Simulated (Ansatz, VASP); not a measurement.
# LiF (Griceite) in two plane-wave programs

One calculation is typed for both programs; each brings its own data sets. How far apart do they land? The cell is taken from a series of runs on this material, whose earlier steps may have relaxed, scaled, displaced or heated it; both programs get it as it stands.

Method: plane waves, with VASP 6.6.1 beside it; zone-centre phonons at PBE, in Ansatz 0.2.0.

## 1. Starting point

Symmetry: Fm-3m, No. 225, cubic system. The conventional cell has a = 4.061 Å, b = 4.061 Å, c = 4.061 Å, α = 90.00°, β = 90.00°, γ = 90.00°. Nearest to Li lie 6 F at 2.03 Å. Nearest to F lie 6 Li at 2.03 Å. Farther neighbours and most contacts between anions are not listed.

## 2. VASP: zone-centre phonons, PBE

Second derivatives magnify differences that forces hide, and they need a tight electronic threshold.

Lines of VASP's logs that name or quote its potential files are left out, and so is its time.

File INCAR:

```
SYSTEM = LiF
PREC = Accurate
ENCUT = 750
EDIFF = 1E-08
NELM = 120
ISMEAR = 0
SIGMA = 0.01
LREAL = .FALSE.
ALGO = Normal
GGA = PE
NBANDS = 11
LORBIT = 11
LWAVE = .FALSE.
LCHARG = .FALSE.
ISIF = 2
IBRION = 8
LEPSILON = .TRUE.
LASPH = .TRUE.
GGA_COMPAT = .FALSE.
EFERMI = MIDGAP
KPAR = 2
```

File POSCAR:

```
LiF
1.0
   -2.0302782396      0.0000000000      2.0302782396
    0.0000000000      2.0302782396      2.0302782396
   -2.0302782396      2.0302782396      0.0000000000
Li F
1 1
Direct
    0.0000000000      0.0000000000      0.0000000000
    0.5000000000      0.5000000000      0.5000000000
```

File KPOINTS:

```
Automatic mesh
0
Gamma
8 8 8
0 0 0
```

PAW data sets: Li_sv and F (PBE family, release 64).

Command:

```console
$ mpirun -np 2 vasp_std
```

Numbers of over 12 decimals in the logs are rounded to 6 here.

Log:

```text
[banner, memory and clock lines left out]
running    2 mpi-ranks, on    1 nodes
 distrk:  each k-point on    1 cores,    2 groups
 distr:  one band on    1 cores,    1 groups

 POSCAR found type information on POSCAR LiF
 POSCAR found :  2 types and       2 ions
 LDA part: xc-table for (Slater+PW92), standard interpolation
 POSCAR, INCAR and KPOINTS ok, starting setup
 FFT: planning ... GRIDC
 FFT: planning ... GRID_SOFT
 FFT: planning ... GRID
 WAVECAR not read
 entering main loop
       N       E                     dE             d eps       ncg     rms          rms(c)
DAV:   1     0.457598429762E+02    0.45760E+02   -0.65925E+03   638   0.118E+03
DAV:   2    -0.840793509830E+01   -0.54168E+02   -0.53349E+02   740   0.231E+02
DAV:   3    -0.101217723909E+02   -0.17138E+01   -0.17066E+01   826   0.375E+01
DAV:   4    -0.101541765252E+02   -0.32404E-01   -0.32401E-01   778   0.527E+00
DAV:   5    -0.101544787029E+02   -0.30218E-03   -0.30218E-03   861   0.390E-01    0.453E+00
DAV:   6    -0.963582084460E+01    0.51866E+00   -0.26045E+00   713   0.107E+01    0.143E+00
DAV:   7    -0.963892921354E+01   -0.31084E-02   -0.18447E-02   872   0.134E+00    0.876E-01
DAV:   8    -0.964499317464E+01   -0.60640E-02   -0.16479E-02   814   0.151E+00    0.115E-01
DAV:   9    -0.964503130792E+01   -0.38133E-04   -0.93790E-04   766   0.309E-01    0.458E-02
DAV:  10    -0.964514205719E+01   -0.11075E-03   -0.15954E-04   731   0.110E-01    0.167E-02
DAV:  11    -0.964514063181E+01    0.14254E-05   -0.77654E-06   855   0.281E-02    0.185E-03
DAV:  12    -0.964514078379E+01   -0.15198E-06   -0.49731E-07   746   0.698E-03    0.824E-04
DAV:  13    -0.964514075278E+01    0.31015E-07   -0.54933E-08   788   0.224E-03    0.235E-04
DAV:  14    -0.964514073979E+01    0.12985E-07   -0.34582E-09   627   0.601E-04    0.379E-05
DAV:  15    -0.964514073611E+01    0.36856E-08   -0.12901E-09   493   0.306E-04
   1 F= -.96451407E+01 E0= -.96451407E+01  d E =0.000000E+00
 Linear response reoptimize wavefunctions to high precision
DAV:   1    -0.964514073510E+01    0.10051E-08   -0.11184E-10   474   0.101E-04
DAV:   2    -0.964514073508E+01    0.19440E-10   -0.11225E-11   481   0.297E-05
 Linear response G [H, r] |phi>, progress :
  Direction:   1
       N       E                     dE             d eps       ncg     rms
RMM:   1    -0.362116834920E+02   -0.36212E+02    0.30153E+01   923   0.141E+02
RMM:   2    -0.359765286327E+02    0.23515E+00   -0.71404E+00  1274   0.214E+01
RMM:   3    -0.360459286502E+02   -0.69400E-01   -0.35452E-01  1385   0.485E+00
RMM:   4    -0.360657662277E+02   -0.19838E-01   -0.54972E-02  1426   0.185E+00
RMM:   5    -0.360695485406E+02   -0.37823E-02   -0.84031E-03  1415   0.729E-01
RMM:   6    -0.360702848356E+02   -0.73630E-03   -0.14314E-03  1406   0.306E-01
RMM:   7    -0.360704436939E+02   -0.15886E-03   -0.10952E-04  1404   0.129E-01
RMM:   8    -0.360704789735E+02   -0.35280E-04    0.15185E-04  1412   0.536E-02
RMM:   9    -0.360704908983E+02   -0.11925E-04    0.80233E-05  1412   0.260E-02
RMM:  10    -0.360704930968E+02   -0.21984E-05   -0.60015E-04  1414   0.144E-02
RMM:  11    -0.360704933277E+02   -0.23096E-06   -0.47799E-03  1405   0.921E-03
RMM:  12    -0.360704940073E+02   -0.67961E-06    0.75018E-03  1373   0.686E-03
RMM:  13    -0.360704926185E+02    0.13888E-05   -0.95339E-03  1337   0.581E-03
RMM:  14    -0.360704940749E+02   -0.14564E-05   -0.34249E-03  1260   0.528E-03
RMM:  15    -0.360704925504E+02    0.15245E-05   -0.19615E-03  1181   0.506E-03
RMM:  16    -0.360704928740E+02   -0.32356E-06   -0.22691E-03  1123   0.486E-03
RMM:  17    -0.360704929593E+02   -0.85268E-07   -0.19642E-03  1094   0.480E-03
 Linear response G [H, r] |phi>, progress :
  Direction:   2
       N       E                     dE             d eps       ncg     rms
RMM:   1    -0.334999859459E+02   -0.33500E+02    0.20663E+02   906   0.178E+02
RMM:   2    -0.340857222820E+02   -0.58574E+00   -0.98767E+00  1304   0.238E+01
RMM:   3    -0.342180522829E+02   -0.13233E+00   -0.54292E-01  1391   0.533E+00
RMM:   4    -0.342486097153E+02   -0.30557E-01   -0.79760E-02  1435   0.201E+00
RMM:   5    -0.342533435147E+02   -0.47338E-02   -0.10700E-02  1408   0.767E-01
RMM:   6    -0.342541016923E+02   -0.75818E-03   -0.19766E-03  1401   0.306E-01
RMM:   7    -0.342542318421E+02   -0.13015E-03   -0.50814E-04  1401   0.124E-01
RMM:   8    -0.342542593542E+02   -0.27512E-04   -0.26296E-04  1412   0.499E-02
RMM:   9    -0.342542605034E+02   -0.11492E-05   -0.15599E-04  1425   0.238E-02
RMM:  10    -0.342542615070E+02   -0.10036E-05   -0.44690E-05  1426   0.131E-02
RMM:  11    -0.342542639843E+02   -0.24773E-05    0.54142E-04  1412   0.857E-03
RMM:  12    -0.342542625969E+02    0.13874E-05    0.27821E-03  1408   0.663E-03
RMM:  13    -0.342542657125E+02   -0.31156E-05    0.49545E-03  1360   0.577E-03
RMM:  14    -0.342542697475E+02   -0.40351E-05    0.55369E-04  1276   0.532E-03
[...]
RMM:   1    -0.470364561315E-01   -0.47036E-01   -0.11134E-01  2826   0.183E+00
RMM:   2    -0.487645097241E-01   -0.17281E-02   -0.47425E-03  2570   0.483E-01    0.353E-01
RMM:   3    -0.492847844342E-01   -0.52027E-03   -0.16111E-03  2556   0.317E-01    0.214E-01
RMM:   4    -0.530279588968E-01   -0.37432E-02   -0.10969E-03  2446   0.325E-01    0.229E-02
[...]
RMM:   8    -0.536485373686E-01    0.72766E-06   -0.10952E-06  2890   0.485E-03    0.143E-04
RMM:   9    -0.536461131551E-01    0.24242E-05   -0.10109E-06  2839   0.222E-03    0.487E-05
RMM:  10    -0.536466751188E-01   -0.56196E-06   -0.21940E-06  2827   0.980E-04    0.131E-05
RMM:  11    -0.536465476462E-01    0.12747E-06   -0.32737E-06  2632   0.483E-04    0.145E-05
RMM:  12    -0.536462828733E-01    0.26477E-06   -0.29107E-06  2597   0.275E-04    0.294E-06
 change of polarisation eV/A/(eV/A) component  2 :    -0.019     0.097     0.006
 dielectric tensor                  component  2 :    -0.202     2.050     0.065
 Linear response to external field, progress :
  Direction:   3
       N       E                     dE             d eps       ncg     rms          rms(c)
RMM:   1    -0.470348086271E-01   -0.47035E-01   -0.11132E-01  2824   0.183E+00
RMM:   2    -0.487636025856E-01   -0.17288E-02   -0.47215E-03  2569   0.482E-01    0.353E-01
RMM:   3    -0.492840832862E-01   -0.52048E-03   -0.16091E-03  2553   0.317E-01    0.214E-01
RMM:   4    -0.530279956982E-01   -0.37439E-02   -0.10981E-03  2448   0.325E-01    0.229E-02
RMM:   5    -0.536116596227E-01   -0.58366E-03   -0.16163E-04  2744   0.936E-02    0.645E-03
RMM:   6    -0.536231711658E-01   -0.11512E-04   -0.30149E-05  2781   0.299E-02    0.121E-03
RMM:   7    -0.536492828173E-01   -0.26112E-04   -0.54152E-06  2824   0.120E-02    0.244E-04
RMM:   8    -0.536485184367E-01    0.76438E-06   -0.10328E-06  2881   0.491E-03    0.143E-04
RMM:   9    -0.536460634867E-01    0.24550E-05   -0.26406E-06  2820   0.225E-03    0.487E-05
RMM:  10    -0.536466529131E-01   -0.58943E-06   -0.21953E-06  2820   0.988E-04    0.136E-05
RMM:  11    -0.536465383388E-01    0.11457E-06   -0.38566E-06  2634   0.484E-04    0.148E-05
RMM:  12    -0.536462496085E-01    0.28873E-06   -0.25482E-06  2612   0.274E-04    0.345E-06
 change of polarisation eV/A/(eV/A) component  3 :    -0.007    -0.001     0.097
 dielectric tensor                  component  3 :    -0.073    -0.009     2.050
 Linear response DOF=           2
 Linear response progress:
  Degree of freedom:   1/  2
       N       E                     dE             d eps       ncg     rms          rms(c)
RMM:   1    -0.170606158613E+00   -0.17061E+00    0.12979E+00  1663   0.157E+01
RMM:   2    -0.173988068977E+00   -0.33819E-02   -0.12209E-02  2203   0.891E-01    0.863E-02
RMM:   3    -0.173984243762E+00    0.38252E-05   -0.11832E-03  2584   0.274E-01    0.450E-02
RMM:   4    -0.173916229247E+00    0.68015E-04   -0.24267E-04  2652   0.123E-01    0.858E-03
RMM:   5    -0.173930659877E+00   -0.14431E-04   -0.56641E-05  2729   0.509E-02    0.148E-03
RMM:   6    -0.173975723227E+00   -0.45063E-04   -0.18822E-05  2788   0.249E-02    0.910E-04
RMM:   7    -0.173998607948E+00   -0.22885E-04   -0.13135E-05  2848   0.106E-02    0.274E-04
RMM:   8    -0.174004599405E+00   -0.59915E-05   -0.33719E-05  2837   0.586E-03    0.101E-04
RMM:   9    -0.174005177543E+00   -0.57814E-06   -0.31456E-05  2971   0.384E-03    0.531E-05
RMM:  10    -0.174006290237E+00   -0.11127E-05   -0.24827E-05  2808   0.281E-03    0.203E-05
RMM:  11    -0.174005209816E+00    0.10804E-05   -0.20232E-05  2963   0.214E-03    0.213E-05
RMM:  12    -0.174005279082E+00   -0.69266E-07   -0.16567E-05  3083   0.170E-03    0.266E-05
RMM:  13    -0.174005173960E+00    0.10512E-06   -0.13741E-05  3018   0.141E-03    0.365E-05
RMM:  14    -0.174005478234E+00   -0.30427E-06   -0.11314E-05  2813   0.120E-03    0.306E-05
[...]
RMM:  30    -0.174006821328E+00    0.38899E-09   -0.14517E-06  2063   0.389E-04    0.311E-06
RMM:  31    -0.174006821817E+00   -0.48890E-09   -0.13338E-06  2027   0.379E-04    0.357E-06
RMM:  32    -0.174006821747E+00    0.70339E-10   -0.12234E-06  2042   0.370E-04    0.401E-06
RMM:  33    -0.174006822077E+00   -0.33060E-09   -0.11283E-06  2021   0.362E-04    0.438E-06
RMM:  34    -0.174006822148E+00   -0.70537E-10   -0.10364E-06  2018   0.355E-04    0.474E-06
RMM:  35    -0.174006822447E+00   -0.29865E-09   -0.95722E-07  2008   0.349E-04    0.505E-06
RMM:  36    -0.174006822579E+00   -0.13261E-09   -0.88082E-07  1972   0.343E-04    0.534E-06
RMM:  37    -0.174006822994E+00   -0.41506E-09   -0.81331E-07  1960   0.337E-04    0.559E-06
 first order change of Fermi-energy  -0.39646E-04
 force on displaced ion       1 direction 1 :  -1.381   0.000   0.000
 Born effective charge ion    1 direction 1 :   1.053   0.000   0.000
 Linear response progress:
  Degree of freedom:   2/  2
       N       E                     dE             d eps       ncg     rms          rms(c)
RMM:   1    -0.524783139947E+00   -0.52478E+00    0.56855E-01  2411   0.483E+00
RMM:   2    -0.519896080932E+00    0.48871E-02   -0.72765E-03  2350   0.744E-01    0.916E-02
RMM:   3    -0.521724200289E+00   -0.18281E-02   -0.82631E-04  2485   0.213E-01    0.508E-02
RMM:   4    -0.524074104635E+00   -0.23499E-02   -0.28391E-04  2392   0.130E-01    0.123E-02
RMM:   5    -0.524331644166E+00   -0.25754E-03   -0.32900E-05  2646   0.434E-02    0.297E-03
RMM:   6    -0.524198219305E+00    0.13342E-03   -0.56651E-06  2604   0.162E-02    0.780E-04
RMM:   7    -0.524193135762E+00    0.50835E-05   -0.10199E-06  2698   0.654E-03    0.857E-05
RMM:   8    -0.524192572618E+00    0.56314E-06   -0.28617E-07  2855   0.286E-03    0.432E-05
RMM:   9    -0.524191407755E+00    0.11649E-05   -0.16062E-07  2843   0.146E-03    0.174E-05
RMM:  10    -0.524190787350E+00    0.62041E-06   -0.10991E-07  2877   0.877E-04    0.499E-06
RMM:  11    -0.524190854862E+00   -0.67512E-07   -0.10122E-07  2986   0.639E-04    0.325E-06
RMM:  12    -0.524190838850E+00    0.16012E-07    0.16470E-07  2970   0.547E-04    0.105E-06
RMM:  13    -0.524190825749E+00    0.13101E-07    0.87182E-08  2934   0.506E-04    0.970E-07
RMM:  14    -0.524190822324E+00    0.34246E-08    0.16466E-07  2765   0.490E-04    0.844E-07
RMM:  15    -0.524190821635E+00    0.68895E-09    0.18831E-07  2883   0.483E-04    0.457E-07
RMM:  16    -0.524190800535E+00    0.21101E-07    0.21448E-07  2755   0.480E-04    0.215E-07
RMM:  17    -0.524190799905E+00    0.62901E-09    0.24703E-07  2332   0.478E-04    0.164E-07
RMM:  18    -0.524190801141E+00   -0.12356E-08    0.25178E-07  2182   0.478E-04    0.678E-08
 first order change of Fermi-energy  -0.89686E-03
 force on displaced ion       2 direction 1 :  -1.399   0.000   0.000
 Born effective charge ion    2 direction 1 :  -1.053   0.000   0.000
 Born effective charges drift removed
 Linear response finished
```

Parts of OUTCAR (step 2):

```text
ion  position               nearest neighbor table
   1  0.000  0.000  0.000-   2 2.03   2 2.03   2 2.03   2 2.03   2 2.03   2 2.03
   2  0.500  0.500  0.500-   1 2.03   1 2.03   1 2.03   1 2.03   1 2.03   1 2.03

  LATTYP: Found a face centered cubic cell.
 ALAT       =     4.0605564792

 Subroutine GETGRP returns: Found 48 space group operations
 (whereof 48 operations were pure point group operations)

The static configuration has the point symmetry O_h .

 Found     29 irreducible k-points:

   k-points           NKPTS =     29   k-points in BZ     NKDIM =     29   number of bands    NBANDS=     11

   dimension x,y,z NGX =    28 NGY =   28 NGZ =   28
   dimension x,y,z NGXF=    56 NGYF=   56 NGZF=   56

   ENCUT  =  750.0 eV  55.12 Ry    7.42 a.u.   6.41  6.41  6.41*2*pi/ulx,y,z

   NELECT =      10.0000    total number of electrons

 k-points in reciprocal lattice and weights: Automatic mesh
   0.00000000  0.00000000  0.00000000       0.002
   0.12500000  0.00000000  0.00000000       0.016
   0.25000000  0.00000000  0.00000000       0.016
   0.37500000  0.00000000  0.00000000       0.016
   0.50000000  0.00000000  0.00000000       0.008
   0.12500000  0.12500000  0.00000000       0.012
   0.25000000  0.12500000  0.00000000       0.047
   0.37500000  0.12500000  0.00000000       0.047
   0.50000000  0.12500000  0.00000000       0.047
[...]
-0.37500000  0.50000000  0.12500000       0.023
  -0.25000000  0.50000000  0.25000000       0.012

 average (electrostatic) potential at core
       1 -61.1671       2 -76.9025

  Total       -0.0334087     -0.0334087     -0.0334087     -0.0000000     -0.0000000     -0.0000000
  in kB       -3.1979640     -3.1979640     -3.1979640     -0.0000000     -0.0000000     -0.0000000
  external PRESSURE =      -3.1979640 kB  Pullay stress =       0.0000000 kB

  energy-cutoff  :      750.00
  volume of cell :       16.74
      direct lattice vectors                 reciprocal lattice vectors
    -2.030278240  0.000000000  2.030278240    -0.246271664 -0.246271664  0.246271664
     0.000000000  2.030278240  2.030278240     0.246271664  0.246271664  0.246271664
    -2.030278240  2.030278240  0.000000000    -0.246271664  0.246271664 -0.246271664

 POSITION                                       TOTAL-FORCE (eV/Angst)
 -----------------------------------------------------------------------------------
      0.00000      0.00000      0.00000        -0.000000     -0.000000      0.000000
     -2.03028      2.03028      2.03028         0.000000      0.000000     -0.000000
 -----------------------------------------------------------------------------------
    total drift:                               -0.000000      0.000000      0.000000

 MACROSCOPIC STATIC DIELECTRIC TENSOR (including local field effects in DFT)
 ------------------------------------------------------
           2.050307     0.000000     0.000000
          -0.000000     2.050307     0.000000
          -0.000000     0.000000     2.050307
 ------------------------------------------------------

 PIEZOELECTRIC TENSOR (including local field effects)  for field in x, y, z        (C/m^2)
          XX          YY          ZZ          XY          YZ          ZX
  --------------------------------------------------------------------------------
  x     0.00000     0.00000     0.00000     0.00000     0.00000     0.00000
  y     0.00000     0.00000     0.00000     0.00000     0.00000     0.00000
  z     0.00000     0.00000     0.00000     0.00000     0.00000     0.00000

 BORN EFFECTIVE CHARGES (including local field effects) (in |e|, cummulative output)
 ---------------------------------------------------------------------------------
 ion    1
    1     1.05311    -0.00000    -0.00000
    2    -0.00000     1.05311     0.00000
    3     0.00000    -0.00000     1.05311
 ion    2
    1    -1.05311     0.00000     0.00000
    2     0.00000    -1.05311     0.00000
    3    -0.00000     0.00000    -1.05311

 Eigenvectors and eigenvalues of the dynamical matrix
 ----------------------------------------------------

   1 f  =    8.131789 THz    51.093539 2PiTHz  271.247295 cm-1    33.630363 meV
             X         Y         Z           dx          dy          dz
      0.000000  0.000000  0.000000     0.853167    0.000000    0.000000
     -2.030278  2.030278  2.030278    -0.521637    0.000000    0.000000

   2 f  =    8.131789 THz    51.093539 2PiTHz  271.247295 cm-1    33.630363 meV
             X         Y         Z           dx          dy          dz
      0.000000  0.000000  0.000000    -0.000000   -0.853167   -0.000000
     -2.030278  2.030278  2.030278     0.000000    0.521637    0.000000

   3 f  =    8.131789 THz    51.093539 2PiTHz  271.247295 cm-1    33.630363 meV
             X         Y         Z           dx          dy          dz
      0.000000  0.000000  0.000000     0.000000   -0.000000    0.853167
     -2.030278  2.030278  2.030278    -0.000000    0.000000   -0.521637

   4 f/i=    0.023541 THz     0.147913 2PiTHz    0.785244 cm-1     0.097358 meV
             X         Y         Z           dx          dy          dz
      0.000000  0.000000  0.000000    -0.243967   -0.460088    0.030075
     -2.030278  2.030278  2.030278    -0.399022   -0.752500    0.049190

   5 f/i=    0.023541 THz     0.147913 2PiTHz    0.785244 cm-1     0.097358 meV
             X         Y         Z           dx          dy          dz
      0.000000  0.000000  0.000000     0.044214    0.010524    0.519654
     -2.030278  2.030278  2.030278     0.072314    0.017213    0.849923

   6 f/i=    0.023541 THz     0.147913 2PiTHz    0.785244 cm-1     0.097358 meV
             X         Y         Z           dx          dy          dz
      0.000000  0.000000  0.000000     0.458945   -0.245588   -0.034075
     -2.030278  2.030278  2.030278     0.750631   -0.401674   -0.055731

 MACROSCOPIC STATIC DIELECTRIC TENSOR IONIC CONTRIBUTION
 ------------------------------------------------------
           8.628083    -0.000000     0.000000
          -0.000000     8.628083    -0.000000
           0.000000    -0.000000     8.628083
 ------------------------------------------------------

 ELASTIC MODULI CONTR FROM IONIC RELAXATION (kBar)
 Direction    XX          YY          ZZ          XY          YZ          ZX
 --------------------------------------------------------------------------------
 XX           0.0000      0.0000      0.0000      0.0000      0.0000      0.0000
 YY           0.0000      0.0000      0.0000      0.0000      0.0000      0.0000
 ZZ           0.0000      0.0000      0.0000      0.0000      0.0000      0.0000
 XY           0.0000      0.0000      0.0000      0.0000      0.0000      0.0000
 YZ           0.0000      0.0000      0.0000      0.0000      0.0000      0.0000
 ZX           0.0000      0.0000      0.0000      0.0000      0.0000      0.0000
 --------------------------------------------------------------------------------

 PIEZOELECTRIC TENSOR IONIC CONTR  for field in x, y, z        (C/m^2)
          XX          YY          ZZ          XY          YZ          ZX
  --------------------------------------------------------------------------------
  x     0.00000     0.00000     0.00000     0.00000     0.00000     0.00000
  y     0.00000     0.00000     0.00000     0.00000     0.00000     0.00000
  z     0.00000     0.00000     0.00000     0.00000     0.00000     0.00000
```

Energies printed during the response cycles are not total energies of the cell.

(Continued in part 2 of 2.)

[Lines on the potential files, build, host, timing and source positions are cut from VASP's logs without a mark.]

[Logs are printed without paths, hosts, clocks, repeated set-up lines and the standing remarks that a program may print on its own settings, such as how far it seeks lower states.]

[Hosts, paths, dates, database ids (printed as entryN), source tags and the programs' standing remarks are cut or masked in the printed files.]
